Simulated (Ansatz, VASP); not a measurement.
# Al16SO23 (a cell with a defect) in VASP and in Ansatz

```
CELL_PARAMETERS angstrom
-4.80503 -2.77418 4.37208
4.80503 -2.77418 4.37208
0.00000 5.54837 4.37208
ATOMIC_POSITIONS crystal
Al 0.64761 0.64926 0.64473
Al 0.14179 0.14701 0.65898
Al 0.13492 0.64648 0.14368
Al 0.64994 0.14963 0.14537
Al 0.85299 0.85821 0.84102
Al 0.35074 0.35239 0.85527
Al 0.35352 0.86508 0.35632
Al 0.85037 0.35006 0.35463
Al 0.14109 0.14868 0.14252
Al 0.68310 0.65497 0.12961
Al 0.64577 0.14888 0.65146
Al 0.14826 0.64716 0.64475
Al 0.34503 0.31690 0.37039
Al 0.85132 0.85891 0.35748
Al 0.85112 0.35423 0.84854
Al 0.35284 0.85174 0.85525
S 0.41571 0.58429 0.25000
O 0.90277 0.09723 0.25000
O 0.90226 0.59824 0.74831
O 0.40176 0.09774 0.75169
O 0.40285 0.75577 0.60192
O 0.90061 0.25016 0.59900
O 0.90769 0.75949 0.08747
O 0.40066 0.23891 0.09797
O 0.59862 0.24091 0.40684
O 0.09152 0.75396 0.40460
O 0.09345 0.25038 0.90284
O 0.60269 0.75533 0.89710
O 0.24467 0.39731 0.60290
O 0.74962 0.90655 0.59716
O 0.75909 0.40138 0.09316
O 0.24604 0.90848 0.09540
O 0.76109 0.59934 0.40203
O 0.24051 0.09231 0.41253
O 0.24423 0.59715 0.89808
O 0.74984 0.09939 0.90100
O 0.59438 0.40562 0.75000
O 0.09600 0.90400 0.75000
O 0.09018 0.39666 0.24976
O 0.60334 0.90982 0.25024
```

Alike in both runs: functional PBE; k mesh 3 × 3 × 3; occupations fermi-dirac, width 0.01 eV; no spin polarisation.

Ansatz relaxed the structure, and its values are those at the end. VASP's run is a single point on that final structure, the one shown.

|  | VASP | Ansatz |
| --- | --- | --- |
| version | VASP 6.6.1 | Ansatz 0.2.0 |
| potentials or method | VASP PAW PBE potentials, release 64 (Al, S, O) | plane-wave PAW, scalar-relativistic |
| plane-wave cutoff (eV) | 520 | 420 |
| valence electrons in the cell | 192 | 192 |

Ansatz gave:

```
gap on the k mesh at the Fermi level (eV) : 5.04
pressure (GPa)                            : 10.0
rms of the force components (eV/Å)        : 0.004
```

Which values does VASP return?

gap on the k mesh at the Fermi level (eV): 5.05; pressure (GPa): 9.8; rms of the force components (eV/Å): 0.009.

The functional is the same, so the differences come from potentials, cutoffs and numerics. Ansatz warned: «stress_scf_threshold_loose».
